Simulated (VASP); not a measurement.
A run of VASP 6.6.1:

File INCAR:

```
SYSTEM = H8SO6
  ALGO = Normal
  EDIFF = 1E-6
  ENCUT = 520
  GGA = PE
  ISIF = 2
  ISMEAR = -1
  IVDW = 12
  LASPH = .TRUE.
  LCHARG = .TRUE.
  LELF = .TRUE.
  LREAL = Auto
  LVHAR = .TRUE.
  LWAVE = .FALSE.
  NBANDS = 38
  NELM = 80
  PREC = Accurate
  SIGMA = 0.02
```

Contents of KPOINTS:

```
k-points
0
G
  1 1 1
  0 0 0
```

POSCAR

```
H8SO6
1.0
    5.5891800000      0.0000000000      0.0000000000
    0.0000000000      5.5891800000      0.0000000000
    0.0000000000      0.0000000000      5.5891800000
O H S
6 8 1
Direct
    0.7505156138      0.4815556098      0.4459890159
    0.5279604054      0.1423926100      0.6950216538
    0.1432299038      0.7824393555      0.5632727189
    0.2232999567      0.3201893176      0.2855271841
    0.8330794489      0.9131476323      0.1607440071
    0.5500907728      0.6244742282     -0.0195764102
    0.8426483433      0.5758673266      0.5623857008
    0.6430467421      0.3702961146      0.5367008132
    0.6513696343      0.0409701042      0.7635287823
    0.4048960085      0.0311874104      0.6336333298
    0.0792377281      0.8642037047      0.4212864740
    0.2176318793      0.6372918360      0.4986452772
    0.2905146398      0.3586946953      0.1289280087
    0.0496967112      0.3341090529      0.2683282950
    0.6032485118      0.7883132018      0.1768609495
```

Potentials or basis: VASP PAW PBE potentials, release 64 (O, H, S).

Run with:

```console
$ cat potpaw_PBE.64/O/POTCAR potpaw_PBE.64/H/POTCAR potpaw_PBE.64/S/POTCAR > POTCAR
$ mpirun -np 1 vasp_gam > vasp.out
```

Hardware: 1 thread of Intel(R) Xeon(R) Platinum 8259CL CPU @ 2.50GHz (Skylake/Cascade Lake), on a shared host.

How long does it take, and how much memory?

Wall time 19 s on 1 thread of Intel(R) Xeon(R) Platinum 8259CL CPU @ 2.50GHz (Skylake/Cascade Lake), on a shared host, peak memory 0.25 GiB. Counts: scf iterations 16, k points 1.
